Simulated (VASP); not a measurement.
Computed with LDA (Ceperley-Alder, Perdew-Zunger), VASP's LDA PAW potentials (set 64) (plane waves; VASP 6.6.1).

VASP input:

KPOINTS:
```
Automatic mesh
0
Gamma
6 6 4
```

**INCAR**
```
IBRION = 1
NSW = 30
LMAXMIX = 4   # l cut-off of mixed one-centre charges
LASPH = T
ALGO = Normal
LWAVE = F
PREC = Accurate
ISIF = 2   # forces and stress, cell fixed
SIGMA = 0.05   # width (eV)
LREAL = F   # projection in real space or not
ENCUT = 400   # plane-wave cut-off (eV)
LCHARG = F
ISMEAR = 0
EDIFFG = -0.001   # ionic stop
SYSTEM = Te
NELM = 100   # most electronic steps
EDIFF = 1E-8   # SCF stop (eV)
```

POSCAR:
```
Te
1.0
  2.1440284980  -3.7135660247   0.0000000000
  2.1440284980   3.7135660247   0.0000000000
  0.0000000000   0.0000000000   5.9407370488
Te
3
Cartesian
  2.7520155298  -2.6605016710   3.9604933461
  3.0720829325   0.0000000000   0.0000000000
  2.7520155298   2.6605016710   1.9802437027
```

POTCAR, in this order: Te (LDA.64 set). Program: vasp_std.

Output

OSZICAR:
```
       N       E                     dE             d eps       ncg     rms          rms(c)
DAV:   1     0.649032877158E+02    0.64903E+02   -0.56862E+03   624   0.901E+02
DAV:   2    -0.683957967146E+01   -0.71743E+02   -0.68923E+02   829   0.144E+02
DAV:   3    -0.113536296958E+02   -0.45141E+01   -0.44676E+01   744   0.411E+01
DAV:   4    -0.114349087751E+02   -0.81279E-01   -0.81153E-01   786   0.674E+00
DAV:   5    -0.114358997801E+02   -0.99101E-03   -0.99100E-03   762   0.689E-01    0.134E+01
DAV:   6    -0.114096822307E+02    0.26218E-01   -0.14209E-02   679   0.781E-01    0.835E+00
DAV:   7    -0.114001058933E+02    0.95763E-02   -0.29093E-02   664   0.107E+00    0.298E-01
DAV:   8    -0.113994863765E+02    0.61952E-03   -0.44362E-03   639   0.441E-01    0.141E-01
DAV:   9    -0.113994991025E+02   -0.12726E-04   -0.15744E-04   732   0.954E-02    0.688E-02
DAV:  10    -0.113994952708E+02    0.38318E-05   -0.10210E-05   730   0.224E-02    0.110E-02
DAV:  11    -0.113994948824E+02    0.38836E-06   -0.15803E-06   712   0.842E-03    0.323E-03
DAV:  12    -0.113994947529E+02    0.12952E-06   -0.22385E-07   694   0.313E-03    0.108E-03
DAV:  13    -0.113994946387E+02    0.11421E-06   -0.11931E-08   387   0.809E-04    0.182E-04
DAV:  14    -0.113994945902E+02    0.48496E-07   -0.19312E-09   347   0.362E-04    0.137E-04
DAV:  15    -0.113994945369E+02    0.53291E-07   -0.40238E-10   342   0.176E-04    0.870E-05
DAV:  16    -0.113994945239E+02    0.13033E-07   -0.10144E-10   327   0.909E-05    0.554E-05
DAV:  17    -0.113994945103E+02    0.13517E-07   -0.37256E-11   312   0.484E-05    0.115E-05
DAV:  18    -0.113994945029E+02    0.74855E-08   -0.12319E-11   312   0.272E-05
   1 F= -.11399495E+02 E0= -.11398999E+02  d E =-.113995E+02
       N       E                     dE             d eps       ncg     rms          rms(c)
DAV:   1    -0.113995423067E+02   -0.47796E-04   -0.13403E-03   624   0.216E-01    0.198E-02
DAV:   2    -0.113995472388E+02   -0.49321E-05   -0.57401E-05   724   0.501E-02    0.582E-03
DAV:   3    -0.113995472265E+02    0.12331E-07   -0.62728E-07   669   0.669E-03    0.338E-03
DAV:   4    -0.113995472131E+02    0.13414E-07   -0.63016E-08   724   0.162E-03    0.805E-04
DAV:   5    -0.113995472125E+02    0.60288E-09   -0.33402E-09   322   0.426E-04
   2 F= -.11399547E+02 E0= -.11399051E+02  d E =-.527096E-04
       N       E                     dE             d eps       ncg     rms          rms(c)
DAV:   1    -0.113995674967E+02   -0.20284E-04   -0.12671E-02   624   0.666E-01    0.605E-02
DAV:   2    -0.113996141093E+02   -0.46613E-04   -0.54264E-04   719   0.154E-01    0.179E-02
DAV:   3    -0.113996140116E+02    0.97754E-07   -0.59233E-06   679   0.206E-02    0.104E-02
DAV:   4    -0.113996139188E+02    0.92812E-07   -0.59675E-07   724   0.497E-03    0.245E-03
DAV:   5    -0.113996139199E+02   -0.11323E-08   -0.35994E-08   641   0.131E-03
   3 F= -.11399614E+02 E0= -.11399114E+02  d E =-.667074E-04
```

File OUTCAR:
```
------------------------ aborting loop because EDIFF is reached ----------------------------------------
  FORCE on cell =-STRESS in cart. coord.  units (eV):
  Direction    XX          YY          ZZ          XY          YZ          ZX
  --------------------------------------------------------------------------------------
  Total       -0.0818152     -0.0818152     -0.0242462      0.0000000      0.0000000      0.0000000
  in kB       -1.3856467     -1.3856465     -0.4106415      0.0000000      0.0000000      0.0000000
  external PRESSURE =      -1.0606449 kB  Pullay stress =       0.0000000 kB
  volume of cell :       94.60
      direct lattice vectors                 reciprocal lattice vectors
     2.144028498 -3.713566025  0.000000000     0.233205855 -0.134641473  0.000000000
     2.144028498  3.713566025  0.000000000     0.233205855  0.134641473  0.000000000
     0.000000000  0.000000000  5.940737049     0.000000000  0.000000000  0.168329282
 POSITION                                       TOTAL-FORCE (eV/Angst)
 -----------------------------------------------------------------------------------
      0.60998      1.05652      3.96049         0.000111      0.000192      0.000000
      3.06810      0.00000      0.00000        -0.000222     -0.000000     -0.000000
      0.60998     -1.05652      1.98024         0.000111     -0.000192     -0.000000
 -----------------------------------------------------------------------------------
    total drift:                               -0.000200     -0.000408      0.000016
  FREE ENERGIE OF THE ION-ELECTRON SYSTEM (eV)
  ---------------------------------------------------
  free  energy   TOTEN  =       -11.3996139199 eV

  energy  without entropy=      -11.3986135971  energy(sigma->0) =      -11.39911376

 reached required accuracy - stopping structural energy minimisation
```
(Selected blocks of OUTCAR.)

CONTCAR:
```
Te
   1.00000000000000
     2.1440284979999999   -3.7135660247000000    0.0000000000000000
     2.1440284979999999    3.7135660247000000    0.0000000000000000
     0.0000000000000000    0.0000000000000000    5.9407370488000000
  Te
     3
Direct
     0.0000000000000000    0.2845019858741829    0.6666669999999968
     0.7154980141258174    0.7154980141258174    0.0000000000000000
     0.2845019858741829    0.0000000000000000    0.3333330000000032
```

The compound is Te in the trig structure. This run relaxes the ions in a fixed cell. Symmetry was kept, so distortions that lower it aren't found. The start is the result of an earlier pass.
